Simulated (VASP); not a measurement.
Consider the following.

```
CELL_PARAMETERS angstrom
      3.14562     0.00000     0.00000
     -1.57281     2.72419     0.00000
      0.00000     0.00000    12.06155
ATOMIC_POSITIONS crystal
  Mo 0.33333 0.66667 0.25000
  Mo 0.66667 0.33333 0.75000
  S  0.33333 0.66667 0.62022
  S  0.66667 0.33333 0.12022
  S  0.33333 0.66667 0.87978
  S  0.66667 0.33333 0.37978
```

The numbers are results of PBE GGA with D3 dispersion (Becke-Johnson damping), VASP's PBE PAW potentials (set 64) (plane waves; VASP), not measurements. Run with 400 eV cut-off, 9×9×2 Γ-centred mesh, tetrahedra with Blöchl corrections, potentials Mo_sv S.

**Question.** The job: MoS2 (space group P6_3/mmc), 6 atoms, PBE-D3(BJ), static run, 400 eV, 9×9×2 Γ-centred mesh. Roughly how much core time does it take on a busy server core?

**Answer.** About 30 core-seconds (one run on a shared machine, a rough figure). It had 24 irreducible k-points, 31 bands, up to 1898 plane waves and 17 electronic steps.

The structure comes from a measured MoS2 entry (P6_3/mmc) of the Crystallography Open Database, whose conditions weren't checked. It was relaxed first.
